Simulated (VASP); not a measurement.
Data:

```yaml
crystal:
  lattice:
    - [3.52641, 0.00000, 0.00000]
    - [0.00000, 3.52641, 0.00000]
    - [0.00000, 0.00000, 3.52641]
  atoms:
    - { symbol: Al, position: [0.00000, 0.00000, 0.00000] }
    - { symbol: Ni, position: [0.00000, 0.50000, 0.50000], spin: 0.5 }
    - { symbol: Ni, position: [0.50000, 0.00000, 0.50000], spin: 0.5 }
    - { symbol: Ni, position: [0.50000, 0.50000, 0.00000], spin: 0.5 }
```

Level of theory: r2SCAN meta-GGA, VASP's PBE PAW potentials (set 64) (plane waves; VASP). Run with PREC = Normal, EDIFF = 1E-5, 400 eV cut-off, 12×12×12 Γ-centred mesh, first-order Methfessel-Paxton smearing of 0.10 eV, potentials Al Ni.

Q: Predict the cell moment, energy per atom (σ→0), band gap (on the k-mesh) with the smallest direct gap where there is one.

A: 
| Property | Result |
|---|---|
| band gap (on the k-mesh) | none (metal, semimetal or under 0.01 eV) |
| cell moment | 0.90 μB |
| energy per atom (σ→0) | -11.074 eV/atom |

Q: Give the moment on each site (PAW-sphere projection).

A: 
| site | moment (μB) |
|---|---|
| Al1 | -0.02 |
| Ni2 | 0.33 |
| Ni3 | 0.33 |
| Ni4 | 0.33 |

Only differences to runs with the same potentials and settings are physical.

The compound is Ni3Al in the L1_2 structure. It was relaxed first.
